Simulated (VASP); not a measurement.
Energy against volume of La (dhcp). Method: rev-vdW-DF2, VASP's PBE PAW potentials (set 64) (plane waves; VASP). Run with 520 eV cut-off, 10×10×3 Γ-centred mesh, first-order Methfessel-Paxton smearing of 0.10 eV, potentials La.

Shape and ions are relaxed at each volume.

```csv
V (Å³/atom),E (eV/atom)
34.382,-2.93734
35.445,-2.94124
36.508,-2.93978
37.572,-2.93350
```

Question: Fit these four points and predict the energy of the run at 33.318 Å³/atom.

Answer: A cubic in V^(−2/3), the third-order Birch-Murnaghan form, passes through the four points with V0 = 35.67 Å³/atom and B0 = 26 GPa, and gives -2.9275 eV/atom there. The run gave -2.9273 eV/atom, +0.1 meV/atom from the fit; all five points give B0 = 27 GPa.

The compound is La in the dhcp structure. It was relaxed first.
